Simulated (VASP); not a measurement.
A convergence study with VASP on Cu (fcc): one setting is varied, all else stays as given below, so the limit is that of these other settings. Each run relaxes cell and ions from the cell shown.

```yaml
crystal:
  lattice:
    - [0.00000, 1.80500, 1.80500]
    - [1.80500, 0.00000, 1.80500]
    - [1.80500, 1.80500, 0.00000]
  atoms:
    - { symbol: Cu, position: [0.00000, 0.00000, 0.00000] }
```

The numbers are results of LDA (Ceperley-Alder, Perdew-Zunger), VASP's LDA PAW potentials (set 64) (plane waves; VASP), not measurements. The tightest run used: 550 eV cut-off, 22×22×22 Γ-centred mesh, first-order Methfessel-Paxton smearing of 0.10 eV, potentials Cu.

Problem. The settings run are 2×2×2 mesh; 3×3×3 mesh; 4×4×4 mesh; 5×5×5 mesh; 6×6×6 mesh; 7×7×7 mesh; 8×8×8 mesh; 9×9×9 mesh; 10×10×10 mesh; 11×11×11 mesh; 12×12×12 mesh; 13×13×13 mesh; 15×15×15 mesh; 16×16×16 mesh; 17×17×17 mesh; 18×18×18 mesh; 19×19×19 mesh; 20×20×20 mesh; 21×21×21 mesh; 22×22×22 mesh. From which on does the relaxed volume stay within 0.1 Å³/atom of the tightest run?

Solution. From 5×5×5 mesh on: it is off by 0.049 there and by no more than 0.1 in any finer run, while 4×4×4 mesh is off by 0.128.
| setting | relaxed volume (Å³/atom) | E (eV/atom) | irreducible k-points | difference judged (Å³/atom) |
|---|---|---|---|---|
| 2×2×2 mesh | 13.022 | -2.6657 | 3 | 2.075 |
| 3×3×3 mesh | 10.673 | -5.0674 | 4 | 0.274 |
| 4×4×4 mesh | 11.075 | -4.5291 | 8 | 0.128 |
| 5×5×5 mesh | 10.898 | -4.8125 | 10 | 0.049 |
| 6×6×6 mesh | 11.030 | -4.6364 | 16 | 0.084 |
| 7×7×7 mesh | 10.934 | -4.7500 | 20 | 0.013 |
| 8×8×8 mesh | 11.008 | -4.6707 | 29 | 0.061 |
| 9×9×9 mesh | 10.950 | -4.7214 | 35 | 0.004 |
| 10×10×10 mesh | 10.952 | -4.6913 | 47 | 0.005 |
| 11×11×11 mesh | 10.932 | -4.7146 | 56 | 0.015 |
| 12×12×12 mesh | 10.939 | -4.7048 | 72 | 0.007 |
| 13×13×13 mesh | 10.941 | -4.7089 | 84 | 0.006 |
| 15×15×15 mesh | 10.930 | -4.7075 | 120 | 0.016 |
| 16×16×16 mesh | 10.953 | -4.7076 | 145 | 0.007 |
| 17×17×17 mesh | 10.933 | -4.7074 | 165 | 0.014 |
| 18×18×18 mesh | 10.953 | -4.7076 | 195 | 0.006 |
| 19×19×19 mesh | 10.937 | -4.7063 | 220 | 0.010 |
| 20×20×20 mesh | 10.946 | -4.7088 | 256 | 0.001 |
| 21×21×21 mesh | 10.939 | -4.7064 | 286 | 0.008 |
| 22×22×22 mesh | 10.947 | -4.7091 | 328 | 0.000 |

Left out are rungs that failed or repeat a setting and relaxations that didn't move; long series are thinned to 24 rows.

The compound is Cu in the fcc structure.
